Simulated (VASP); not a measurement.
Energy against volume of AgCl (rock salt). All values below come from LDA (Ceperley-Alder, Perdew-Zunger), VASP's LDA PAW potentials (set 64) (plane waves; VASP). Numerical set-up: 520 eV cut-off, 9×9×9 Γ-centred mesh, Gaussian smearing of 0.050 eV, potentials Ag Cl.

```tsv
V (Å³/atom)	E (eV/atom)
18.041	-3.37890
18.616	-3.39225
19.192	-3.39654
19.768	-3.39328
```

Problem. Fit these four points and predict the energy of the run at 20.344 Å³/atom.

Solution. A cubic in V^(−2/3), the third-order Birch-Murnaghan form, passes through the four points with V0 = 19.21 Å³/atom and B0 = 69 GPa, and gives -3.3838 eV/atom there. The run gave -3.3838 eV/atom, -0.0 meV/atom from the fit; all five points give B0 = 69 GPa.

The compound is AgCl in the rock salt structure. It was relaxed first, which changed the volume by -10 %.
